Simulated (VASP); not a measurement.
Wanted: the native input for a VASP 6.6.1 run.

```
Task                   : single point
Functional             : PBEsol
Potentials or basis    : VASP PAW PBE potentials, release 64 (Si, N)
Cutoff                 : 520 eV
k mesh                 : 6 × 6 × 6
Occupations            : gaussian, width 0.02 eV
Spin                   : no spin polarisation
Dipole correction      : no
Further INCAR settings : ALGO = Normal; EDIFF = 1e-06; NBANDS = 45
```

The structure of Si3N4 lies in POSCAR:

```
Si3N4
1.0
    0.0000000000      3.8719790554      3.8719790554
    3.8719790554      0.0000000000      3.8719790554
    3.8719790554      3.8719790554      0.0000000000
Si N
6 8
Direct
    0.1250000000      0.1250000000      0.6250000000
    0.1250000000      0.6250000000      0.1250000000
    0.6250000000      0.1250000000      0.1250000000
    0.1250000000      0.1250000000      0.1250000000
    0.7500000000      0.7500000000      0.7500000000
    0.5000000000      0.5000000000      0.5000000000
    0.3675496348      0.3675496348      0.3675496348
    0.3526489044      0.8824503652      0.8824503652
    0.8824503652      0.8824503652      0.3526489044
    0.8824503652      0.3526489044      0.8824503652
    0.3675496348      0.3675496348      0.8973510956
    0.3675496348      0.8973510956      0.3675496348
    0.8824503652      0.8824503652      0.8824503652
    0.8973510956      0.3675496348      0.3675496348
```

The cell is a database's computed one.

The input as run:

INCAR

```
PREC     = Accurate       # precision mode
ENCUT    = 520            # plane-wave cutoff, eV
EDIFF    = 1E-6           # SCF threshold, eV
ISMEAR   = 0              # smearing method
SIGMA    = 0.02           # smearing width, eV
LREAL    = False          # projectors in reciprocal space
LASPH    = True           # aspherical terms in the spheres
NELM     = 100            # most SCF steps
ALGO     = Normal         # electronic algorithm
ISIF     = 2              # what is computed and relaxed
LWAVE    = False          # write WAVECAR
LCHARG   = True           # write CHGCAR
GGA      = PS             # functional
LELF     = True           # ELF
LVHAR    = True         
NBANDS   = 45             # bands
```

KPOINTS

```
Automatic mesh
0
Gamma
  6 6 6
```

Potentials or basis: VASP PAW PBE potentials, release 64 (Si, N).

Run with:

```sh
$ cat potpaw_PBE.64/Si/POTCAR potpaw_PBE.64/N/POTCAR > POTCAR
$ mpirun -np 1 vasp_std > vasp.out
```

Results of the run:

The pressure is 0.3 GPa. The largest force is 0.009 eV/Å and the band gap on the k mesh is 3.28 eV, indirect (least direct gap 3.32 eV).

Caveat: the PAW data sets were made with another functional, which shifts forces and pressure a little.

Run time: 42 s on 1 thread of Intel(R) Xeon(R) 6975P-C (Granite Rapids) (shared host), peak memory 0.26 GiB.
